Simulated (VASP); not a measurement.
Here is the system:

```xyz
2
Lattice="1.3650 -2.3642 0.0000 1.3650 2.3642 0.0000 0.0000 0.0000 4.3200" Properties=species:S:1:pos:R:3 pbc="T T T"
Os     1.3650     0.7881     1.0800
Os     1.3650    -0.7881     3.2400
```

Computed with PBE GGA, VASP's PBE PAW potentials (set 64) (plane waves; VASP 6.6.1). Settings: 400 eV cut-off, 14×14×8 Γ-centred mesh, first-order Methfessel-Paxton smearing of 0.10 eV, potentials Os.

Energy and stress use the plane-wave basis of the starting cell.

Question: The ions, cell shape and volume are relaxed. Give the cell that the relaxation ends in.

Answer: 
```xyz
2
Lattice="1.3776 -2.3860 0.0000 1.3776 2.3860 0.0000 0.0000 0.0000 4.3412" Properties=species:S:1:pos:R:3 pbc="T T T"
Os     1.3776     0.7953     1.0853
Os     1.3776    -0.7953     3.2559
```
Space group P6_3/mmc (194), at a tolerance of 0.03 Å.

Question: How do energy and volume change from the first to the last step?

Answer: The energy (σ→0) changes by -10.1 meV/atom and the volume by +2.3 %, in 6 ionic steps.

The compound is Os in the hcp structure. This run relaxes it. Symmetry was kept, so distortions that lower it aren't found.
